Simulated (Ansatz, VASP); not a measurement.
# Si3MoN: VASP beside Ansatz, part 2 of 2

One calculation is typed for both programs; each brings its own data sets and cutoff. How far apart do they land? The cell is invented: other elements were put on sites of a known structure type. It may not be a known or stable phase. The structure shown is frame 300 of VASP's trajectory.

VASP 6.6.1 and Ansatz 0.2.0.

So far: Set-up; VASP: dynamics, PBE.

In doubt: too few empty bands were carried, so the values of those runs are not to be relied on.

**3. Ansatz: single point, PBE**

Level of this step: Ansatz beside VASP: Kohn-Sham DFT, plane waves, PBE (Ansatz).

Ansatz runs on its default PAW (the set named soft_2) files.

The same cell, functional, mesh and smearing now go to Ansatz, which takes its cutoff from its data sets.

File input.yaml:

```yaml
crystal:
  lattice:
    - [9.719876, 0.0, 0.0]
    - [0.0, 9.719876, 0.0]
    - [0.0, 0.0, 9.719876]
  atoms:
    - { symbol: Si, position: [0.0222631955, 0.1951815023, 0.1181092228] }
    - { symbol: Si, position: [0.1201637758, 0.059589289, 0.857863516] }
    - { symbol: Si, position: [0.9774733752, 0.6809891402, 0.1424318582] }
    - { symbol: Si, position: [0.8415475671, 0.5562203674, 0.7749310794] }
    - { symbol: Si, position: [0.4941450899, 0.2656507141, 0.3712205794] }
    - { symbol: Si, position: [0.4613274902, 0.2838698765, 0.6462539234] }
    - { symbol: Si, position: [0.4803244404, 0.7329474162, 0.1787908611] }
    - { symbol: Si, position: [0.5014750188, 0.7973827032, 0.7542649721] }
    - { symbol: Si, position: [0.2892456653, 0.090333138, 0.3457097601] }
    - { symbol: Si, position: [0.2925642261, 0.0816481301, 0.6746003756] }
    - { symbol: Si, position: [0.3625445427, 0.539797627, 0.3142395026] }
    - { symbol: Si, position: [0.0987689555, 0.5530002646, 0.7276997155] }
    - { symbol: Si, position: [0.6446432033, 0.0163100846, 0.3589920283] }
    - { symbol: Si, position: [0.9811099442, 0.7684874786, 0.797025497] }
    - { symbol: Si, position: [0.7178591579, 0.478146429, 0.2558632435] }
    - { symbol: Si, position: [0.6672554259, 0.4669207714, 0.5073870284] }
    - { symbol: Si, position: [0.2316281607, 0.326027616, 0.9745710748] }
    - { symbol: Si, position: [0.2800061441, 0.3754076698, 0.4860182373] }
    - { symbol: Si, position: [0.2532014812, 0.7907726395, 0.9626119716] }
    - { symbol: Si, position: [0.4654853622, 0.0065334496, 0.5258582517] }
    - { symbol: Si, position: [0.8857775552, 0.9052266716, 0.0528006942] }
    - { symbol: Si, position: [0.9931348918, 0.2276165869, 0.5892782994] }
    - { symbol: Si, position: [0.9689012494, 0.3512461476, 0.8753059195] }
    - { symbol: Si, position: [0.5795914475, 0.6662315445, 0.4224737023] }
    - { symbol: Mo, position: [0.2633077829, 0.3119971901, 0.2292640359] }
    - { symbol: Mo, position: [0.1818387395, 0.3055890836, 0.7239939069] }
    - { symbol: Mo, position: [0.2400988449, 0.7559777512, 0.210120376] }
    - { symbol: Mo, position: [0.2257576125, 0.84466736, 0.7381981005] }
    - { symbol: Mo, position: [0.7718445174, 0.2327951509, 0.3805958018] }
    - { symbol: Mo, position: [0.7327043061, 0.3244805798, 0.7018860117] }
    - { symbol: Mo, position: [0.7087837335, 0.8064809675, 0.2077060448] }
    - { symbol: Mo, position: [0.7273690529, 0.75444553, 0.901202752] }
    - { symbol: "N", position: [0.0098474096, 0.0440917559, 0.0086711796] }
    - { symbol: "N", position: [0.8137474182, 0.1835078966, 0.5892136896] }
    - { symbol: "N", position: [0.8805482704, 0.2199733824, 0.2188194582] }
    - { symbol: "N", position: [0.8308996946, 0.6065226552, 0.2287335764] }
    - { symbol: "N", position: [0.5978892118, 0.7166966945, 0.04001478] }
    - { symbol: "N", position: [0.4613275931, 0.8326410748, 0.5889558673] }
    - { symbol: "N", position: [0.9392318379, 0.7390536669, 0.968665341] }
    - { symbol: "N", position: [0.258189302, 0.9257215833, 0.2929717416] }
hamiltonian:
  xc: pbe
  pseudopotentials: { kind: paw }
kpoints:
  mp_grid: { grid: [1, 1, 1] }
scf:
  occupations: { method: fermi_dirac, width: 0.2585 }
  n_extra_bands: 14
output:
  forces: true
  stress: true
  eigenvalues: true
  write_density: true
  write_potential: true
  elf: true
  volumetric_format: npy
```

Started as:

```console
ansatz run input.yaml --threads 4 --pin off --max-ram 18432MiB --backend cpu --events-out ev --progress --plain --runs-dir out
```

Numbers of over 12 decimals in the logs are rounded to 6 here.

The program printed:

```text
scf.n_extra_bands = 14 over 124 filled bands (N_el = 248.0): the run solves 138 bands
Engine: ansatz 0.2.0, aarch64-unknown-linux-gnu
Pseudopotentials: kind: paw
Pseudopotential: Si, paw, valence charge 4, recommended cutoff 420 eV (normal), Si.paw.azcp
Pseudopotential: Mo, paw, valence charge 14, recommended cutoff 420 eV (normal), Mo.paw.azcp
Pseudopotential: N, paw, valence charge 5, recommended cutoff 420 eV (normal), N.paw.azcp
Functional definition: PBE
  parameter kappa = 0.804
  parameter beta = 0.066725
  exchange = pbe_x(kappa = kappa, mu = beta*pi^2/3)
  correlation = pbe_c(beta = beta)
Crystal: 40 atoms, lattice volume = 918.295 Å³
Basis set: ecut = 420 eV, 17845 PW (Γ), exchange–correlation on 144×144×144 points (8 copies of the dense FFT grid, shifted against one another)
Bands: 138, of which v1, the nominal top of the filled ones, is band 124 counted from 1 (123 counted from 0)
Symmetry: 1 space group operations
Space group: P1 (ITA 1), of the structure as read, at distance tolerance 9.7e-5 Å
k-points: 1
Non-local potential: Si, projectors of the file, l = 0: 2, l = 1: 2, l = 2: 2
Non-local potential: Mo, projectors of the file, l = 0: 3, l = 1: 2, l = 2: 2, l = 3: 1
Non-local potential: N, projectors of the file, l = 0: 2, l = 1: 2, l = 2: 1
PAW form: soft (Blöchl's): semilocal exchange-correlation on the pseudo side does not see the compensation charge
PAW one-centre angular grid: Si, 110 points (default); XC on 64 Gauss nodes
PAW one-centre angular grid: Mo, 590 points (default); XC on 64 Gauss nodes
PAW one-centre angular grid: N, 110 points (default); XC on 64 Gauss nodes
Initial density: superposition of atomic densities (neutral atoms: chi_scale 0, normalization atom), corrected by the library's trained network
Initial wavefunctions: pseudopotential atomic-orbital guess
Functional: x = pbe(κ = 0.804, μ = 0.219515), c = pbe(β = 0.066725)
SCF iter   1: F=—  HF=-57963.473157 eV  |F-HF|=—  |Δ(HF+E_count)|=         —  Δρ=7.63e-3  dr2=9.32e-1  ethr=1.77e-3  ⟨swp⟩=7.0  Hψ=703  notcnv=0
preconditioner: auto → LDOS  [metal: Δε(μ)=0.089 eV  Ē_g=5.874 eV  σ=0.259 eV  W_gap=0.09  n_scr=170 (ndim 8)  ℏωp=16.6 eV  f_vac=0.125  D(μ)=19.60/eV (n_scr^D=122)  β→1.0]
SCF iter   2: F=—  HF=-57963.424845 eV  |F-HF|=—  |Δ(HF+E_count)|=   4.83e-2  Δρ=3.30e-3  dr2=1.72e-1  ethr=3.76e-4  ⟨swp⟩=3.0  Hψ=326  notcnv=0
SCF iter   3: F=—  HF=-57963.395440 eV  |F-HF|=—  |Δ(HF+E_count)|=   2.94e-2  Δρ=9.64e-4  dr2=1.96e-2  ethr=6.93e-5  ⟨swp⟩=2.0  Hψ=257  notcnv=0
SCF iter   4: F=—  HF=-57963.392976 eV  |F-HF|=—  |Δ(HF+E_count)|=   2.46e-3  Δρ=2.47e-4  dr2=8.34e-4  ethr=7.90e-6  ⟨swp⟩=2.0  Hψ=251  notcnv=0
SCF iter   5: F=—  HF=-57963.392982 eV  |F-HF|=—  |Δ(HF+E_count)|=   6.02e-6  Δρ=7.31e-5  dr2=8.66e-5  ethr=3.36e-7  ⟨swp⟩=2.0  Hψ=253  notcnv=0
SCF iter   6: F=—  HF=-57963.393961 eV  |F-HF|=—  |Δ(HF+E_count)|=   9.79e-4  Δρ=2.74e-5  dr2=1.29e-5  ethr=3.49e-8  ⟨swp⟩=3.0  Hψ=254  notcnv=0
SCF iter   7: F=—  HF=-57963.393964 eV  |F-HF|=—  |Δ(HF+E_count)|=   2.70e-6  Δρ=7.73e-6  dr2=9.04e-7  ethr=5.18e-9  ⟨swp⟩=2.0  Hψ=253  notcnv=0
SCF iter   8: F=-57963.393964 eV  HF=-57963.393964 eV  |F-HF|=1.63e-8  |Δ(HF+E_count)|=   4.36e-7  Δρ=2.60e-6  dr2=9.95e-8  ethr=4.03e-11  ⟨swp⟩=11.0  Hψ=1233  notcnv=0
WARN: the bands leave out some 2.620e-2 electrons a cell, over the threshold 1e-3 (by scf.eigensolver.empty_state_threshold): the first level above them, at 6.9036 eV, would hold 8.285e-3 of 2 at k-index 0, k = (0.0000, 0.0000, 0.0000) — raise scf.n_extra_bands (try 178 bands in all)
SCF 1 converged in 8 iterations: F = -57963.393964 eV  dr2 = 9.95e-8
  greatest PAW one-centre occupation: 0.998 electrons in one spin orbital (limit 2), on the Mo atom at site 26 (counted from 0), in its partial waves of l = 0
SCF converged after 8 iterations
Free energy (F): -57963.393964 eV
Harris-Foulkes:  -57963.393964 eV  (|F-HF|=1.63e-8)
Internal energy: -57959.030099 eV  (E = F + TS)
E sigma→0 (E₀):  -57961.212032 eV
Entropy (-TS):   -4.363865 eV (-109.097 meV/atom)
Fermi energy:    5.486442 eV
--- Per-component energies (eV) ---
  E_band       = -2241.637819
  E_kinetic    = 5481.922473
  E_local      = -21366.581741  (includes V_loc(G=0)·N_el)
  E_nonlocal   = 2127.480488
  E_hartree    = 8192.587811
  E_xc         = -3237.470176
  E_vxc        = -3515.506323  (∫ρ·V_xc dr)
  E_paw        = -38924.308190  (= ΣΔE_a)
  E_vpaw       = -1354.127632  (= ΣTr[D̂ρ^β])
  E_aug_tail   = 0.001236  (compensation charges beyond the density's cutoff)
  E_ewald      = -10232.662000
  E_smearing   = -4.363865  (= −TS)
  E_closure    = 0.000000  (closes the sum)
  Σ components = -57963.393964   (vs F -57963.393964, Δ=0.00e0)
--- Forces (eV/Å), atoms counted from 1 ---
  atom   1  Si     0.55239919     0.45640485    -0.19535158
  atom   2  Si    -0.15769696    -0.86242343     0.04478230
  atom   3  Si    -0.16541663    -0.19407065     0.81513892
  atom   4  Si    -0.43593180    -0.68580304    -0.24603122
  atom   5  Si     0.07568266     0.17021942    -0.28678143
  atom   6  Si     0.31551198    -0.01483358    -0.18821800
  atom   7  Si    -0.27519767    -0.04303660    -1.07889569
  atom   8  Si     0.18961828     0.04930830     0.77467872
  atom   9  Si     0.09679400    -0.07256613    -0.19304682
  atom  10  Si    -0.24399537     0.38507780    -0.49043589
  atom  11  Si     0.19652121     0.40965284     0.37613681
  atom  12  Si     0.13185129     0.00269773     0.21786540
  atom  13  Si    -0.19240290    -0.60774892    -0.34394102
  atom  14  Si     0.96115119     0.67870881    -1.04119454
  atom  15  Si    -0.33284881    -0.40042366     0.37766238
  atom  16  Si     0.23006023    -1.37206625     0.80557405
  atom  17  Si    -0.05709374    -0.22539794     0.48231318
  atom  18  Si    -0.19683729    -0.46447845     0.31029886
  atom  19  Si     0.12957748    -0.18854567     0.85190026
  atom  20  Si     0.11518774    -0.65218217    -0.35161130
  atom  21  Si     0.47435342     0.95458225    -0.63790780
  atom  22  Si    -1.13593803     0.00946648    -0.07641584
  atom  23  Si    -0.33420877     0.13898004    -0.55681911
  atom  24  Si    -0.83822920     0.99191613    -0.81236373
[...]
atom  33  N     -0.26687983     0.15525834     0.33927864
  atom  34  N      0.62326639     0.45294899     0.12654513
  atom  35  N     -0.56485765    -0.23573291     1.86170029
  atom  36  N      1.29096376     1.85818476    -1.12181927
  atom  37  N     -0.16020487     0.08669223     0.46252221
  atom  38  N     -0.42370713     0.25905882    -0.49481223
  atom  39  N     -0.25739705     0.19927936     1.06295614
  atom  40  N     -0.09767556    -1.34896918    -0.36604882
  max |Σ_I F_I| component: 1.20e-4 eV/Å
--- Stress (GPa, compression-positive) ---
       -5.749155      -0.503325       0.090972
       -0.503325      -5.832204      -0.291144
        0.090972      -0.291144      -5.761745
  P = ⅓ Tr σ = -5.7810 GPa (-57.810 kbar)
--- Band table (eV) ---
  k-point 0: bands = [... 120 lower, 5.1658, 5.2122, 5.2893, 5.4531, 5.4655, 5.5416, 5.6900, 5.8486, ... 10 higher]
```

It took 8.4 s on 4 threads of Arm Neoverse V1, shared host; peak memory 0.85 GiB; 27 s of CPU time.

The run ends at a pressure of -5.78 GPa, with forces up to 2.5 eV/Å.

**4. Comparison**

Known differences besides the potentials themselves: the data sets hold 248 valence electrons in Ansatz (default PAW (the set named soft_2) files) and 184 in VASP; the cutoff is 420 eV in Ansatz and 340 eV in VASP (PREC = Normal, projectors in real space); VASP leaves aspherical gradient terms in its spheres out (LASPH is not set), Ansatz keeps them; Ansatz's log warns that its bands leave out some electrons. Total energies have different zeros and are not compared.

Forces on 10 of the 40 atoms, those with the largest forces and the largest differences (eV/Å; atoms numbered as in POSCAR):

| atom | Ansatz x, y, z | VASP x, y, z |
| --- | --- | --- |
| Si14 | 0.961, 0.679, -1.041 | 0.972, 0.667, -1.045 |
| Si16 | 0.230, -1.372, 0.806 | 0.228, -1.363, 0.799 |
| Si24 | -0.838, 0.992, -0.812 | -0.822, 0.990, -0.817 |
| Mo27 | -0.763, 0.576, 0.005 | -0.831, 0.094, -0.234 |
| Mo29 | 0.688, 1.095, -1.000 | 0.429, 1.158, -0.771 |
| Mo31 | 1.193, -1.123, 0.406 | 1.213, -1.043, 0.460 |
| N35 | -0.565, -0.236, 1.862 | -0.379, -0.244, 1.573 |
| N36 | 1.291, 1.858, -1.122 | 1.324, 1.827, -1.118 |
| N37 | -0.160, 0.087, 0.463 | -0.490, -0.046, 0.706 |
| N40 | -0.098, -1.349, -0.366 | -0.045, -0.907, -0.161 |

The forces differ by 108 meV/Å r.m.s., which is 18.1 % of the r.m.s. force of 0.60 eV/Å (both taken over all components).

**5. Other set-ups**

Further runs change the set-up of one program: Ansatz's method, potentials or start, or VASP's data sets, cutoff or form of LDA. The table gives Ansatz less VASP for each quantity, since a change that brings one quantity closer may part another.

| run | r.m.s. force difference (meV/Å) |
| --- | --- |
| as above | 108 |
| Ansatz's larger PAW set (cutoff 900 eV) | 109 |
| norm-conserving potentials (cutoff 1240 eV) | 111 |

**6. What came out**

```yaml
r_m_s_force_difference_single_point_pbe: 18 % of the r.m.s. force
```

What this shows: The r.m.s. force difference is 18 % of the r.m.s. force (single point, PBE), beyond the 3 % picked in this series as the mark of a large difference. For single point, PBE, no further run moves any of the tabulated differences by more than a quarter of its size. How closely two codes agree says nothing of how well the functional describes the real material.

[Lines on the potential files, build, host, timing and source positions are cut from VASP's logs without a mark.]

[Logs are printed without paths, hosts, clocks, repeated set-up lines and the standing remarks that a program may print on its own settings, such as how far it seeks lower states.]

[Hosts, paths, dates, database ids (printed as entryN), source tags and the programs' standing remarks are cut or masked in the printed files.]

[The remark on too few empty bands rests on warnings of the Ansatz runs; the VASP runs of these pairs gave none.]
